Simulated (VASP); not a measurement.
```
CELL_PARAMETERS angstrom
      2.93729     0.00000     0.00000
      0.00000     2.79370     0.00000
      0.00000     0.00000     2.82965
ATOMIC_POSITIONS crystal
  Al 0.50000 0.50000 0.50000
  Co 0.03266 0.00000 0.00000
```

Computed with PBE GGA + U (Dudarev), VASP's PBE PAW potentials (set 64) (plane waves; VASP). Settings: 400 eV cut-off, 11×12×12 Γ-centred mesh, first-order Methfessel-Paxton smearing of 0.10 eV, potentials Al Co, U − J: Co 1.00 eV.

Question: Which forces act on the atoms, in eV/Å?

Answer: 
```
atom      Fx     Fy     Fz
----  ------  -----  -----
Al1    0.682  0.000  0.000
Co2   -0.682  0.000  0.000
```

Question: Give the stress tensor in GPa (positive for a compressed cell).

Answer: 
```
-5.32   0.00   0.00
 0.00   2.65   0.00
 0.00   0.00  -0.41
```
The pressure is its mean diagonal, -1.03 GPa.

The compound is CoAl in the CsCl type structure. The cell was not relaxed at this level, atoms are displaced from their ideal sites. The run is one of a series of settings (LDAU = .TRUE., LDAUJ = 0 0, LDAUL = -1 2, LDAUTYPE = 2, LDAUU = 0 1.0 against the base run), some of them coarse on purpose. The run is not spin-polarised, so no magnetic state was tried.
